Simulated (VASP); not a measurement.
Here is the system:

```xyz
6
Lattice="4.0164 0.0000 0.0000 -2.0082 3.4783 0.0000 0.0000 0.0000 4.9098" Properties=species:S:1:pos:R:3 pbc="T T T"
Co     2.0082     1.1594     1.2274
Co     0.0000     2.3188     3.6823
Co     0.0000     0.0000     2.4549
Co     0.0000     0.0000     0.0000
Ge     0.0000     2.3188     1.2274
Ge     2.0082     1.1594     3.6823
```

Level of theory: r2SCAN meta-GGA, VASP's PBE PAW potentials (set 64) (plane waves; VASP 6.6.1). Numerical set-up: 400 eV cut-off, 10×10×7 Γ-centred mesh, tetrahedra with Blöchl corrections, potentials Co Ge_d.

The run has a spin-polarised start.

### Question
Give the spin-up energies of bands 23 to 36 at the high-symmetry points, in eV from the Fermi level.

### Answer

| band | Γ | M | K | A | L | H |
|---|---|---|---|---|---|---|
| 23 | -1.64 | -2.37 | -2.34 | -1.86 | -2.52 | -2.51 |
| 24 | -1.64 | -2.25 | -2.02 | -1.86 | -2.52 | -2.51 |
| 25 | -1.05 | -1.71 | -1.81 | -1.17 | -1.65 | -1.57 |
| 26 | -1.05 | -1.62 | -1.48 | -1.17 | -1.65 | -1.57 |
| 27 | -0.99 | -1.40 | -1.48 | -1.17 | -1.22 | -1.52 |
| 28 | -0.93 | -1.38 | -1.40 | -1.17 | -1.22 | -1.52 |
| 29 | -0.93 | -1.36 | -1.40 | -0.61 | -1.16 | -1.15 |
| 30 | -0.42 | -0.93 | -1.14 | -0.61 | -1.16 | -1.15 |
| 31 | -0.42 | -0.90 | -0.87 | -0.61 | -1.02 | -0.59 |
| 32 | -0.09 | -0.47 | -0.87 | -0.61 | -1.02 | -0.59 |
| 33 | 0.08 | -0.39 | -0.76 | 2.31 | -0.31 | -0.43 |
| 34 | 2.98 | -0.32 | -0.55 | 2.31 | -0.31 | -0.43 |
| 35 | 3.14 | -0.10 | 1.07 | 3.86 | 1.36 | 0.13 |
| 36 | 3.14 | 1.57 | 1.07 | 3.86 | 1.36 | 0.13 |

### Question
Give the spin-down energies of bands 23 to 36 at the high-symmetry points, in eV from the Fermi level.

### Answer

```tsv
band	Γ	M	K	A	L	H
23	-1.10	-1.52	-1.57	-0.93	-1.50	-1.41
24	-1.10	-1.49	-1.19	-0.93	-1.50	-1.41
25	-0.99	-1.39	-1.13	-0.42	-1.24	-1.27
26	-0.29	-1.23	-1.13	-0.42	-1.24	-1.27
27	-0.29	-0.91	-1.05	-0.42	-0.49	-0.73
28	-0.24	-0.68	-1.05	-0.42	-0.49	-0.73
29	-0.14	-0.39	-0.81	0.22	-0.44	-0.38
30	-0.14	-0.16	-0.39	0.22	-0.44	-0.38
31	1.28	-0.14	-0.39	0.22	-0.29	-0.08
32	1.28	-0.06	0.40	0.22	-0.29	-0.08
33	1.54	0.46	0.40	2.22	0.64	0.39
34	2.82	0.85	0.74	2.22	0.64	0.39
35	3.56	1.23	1.75	4.20	2.28	1.49
36	3.59	1.98	1.75	4.20	2.28	1.49
```

It has no gap at this level: it comes out as a metal or semimetal.

The structure comes from a computed database's Co2Ge entry (P6_3/mmc); how it stands against other phases isn't given here. It was relaxed first.
